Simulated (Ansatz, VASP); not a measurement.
## LuSi2 in VASP and in Ansatz

File INCAR:

```
SYSTEM = LuSi2
  PREC = Accurate
  ENCUT = 600
  EDIFF = 1E-6
  ISMEAR = -1
  SIGMA = 0.05
  LREAL = .False.
  LASPH = .True.
  NELM = 100
  ALGO = Normal
  ISIF = 3
  LWAVE = .False.
  LCHARG = .False.
  GGA = CA
  IBRION = 2
  NSW = 100
  EDIFFG = -0.005
```

File KPOINTS:

```
Automatic mesh
0
Gamma
  10 10 8
  0 0 0
```

POSCAR

```
LuSi2
1.0
    3.6734479077      0.0000000000      0.0000000000
   -1.8367239538      3.1812992075      0.0000000000
    0.0000000000      0.0000000000      3.9673237403
Lu Si
1 2
Direct
    0.0000000000      0.0000000000      0.0000000000
    0.3333333333      0.6666666667      0.5000000000
    0.6666666667      0.3333333333      0.5000000000
```

Input for Ansatz:

```yaml
crystal:
  lattice:
    - [3.6734479077, 0.0, 0.0]
    - [-1.8367239538, 3.1812992075, 0.0]
    - [0.0, 0.0, 3.9673237403]
  atoms:
    - { symbol: Lu, position: [0.0, 0.0, 0.0] }
    - { symbol: Si, position: [0.3333333333, 0.6666666667, 0.5] }
    - { symbol: Si, position: [0.6666666667, 0.3333333333, 0.5] }
kpoints:
  mp_grid: { grid: [10, 10, 8] }
scf:
  occupations: { method: fermi_dirac, width: 0.05 }
hamiltonian:
  xc: lda
  pseudopotentials: { kind: all_electron, lapw: { basis_error: 0.001 } }
output:
  forces: true
  stress: true
relax:
  f_tol: 0.005
  max_steps: 80
  cell: {}
```

Alike in both runs: task relaxation of cell and atoms; functional LDA; k mesh 10 × 10 × 8; occupations fermi-dirac, width 0.05 eV; no spin polarisation.

```csv
,VASP,Ansatz
version,VASP 6.6.1,Ansatz 0.2.0
potentials or method,"VASP PAW PBE potentials, release 64 (Lu, Si)","all-electron LAPW, scalar-relativistic"
plane-wave cutoff (eV),600,see its input
```

Ansatz gave:

```
relaxed volume (Å³/atom)                                     : 17.07
relaxed cell length with the largest relative difference (Å) : 4.021
energy change over the relaxation (meV/atom)                 : -238
```

Question: Which values does VASP return?

Answer: Relaxed volume (Å³/atom): 17.21; relaxed cell length with the largest relative difference (Å): 4.032; energy change over the relaxation (meV/atom): -254.

Ansatz ran all-electron here, so the differences hold the error of VASP's frozen core and of both bases.

Caveats: the PAW data sets were made with another functional, which shifts forces and pressure a little (VASP). The runs have no spin-orbit coupling, so splittings on Lu are missing.
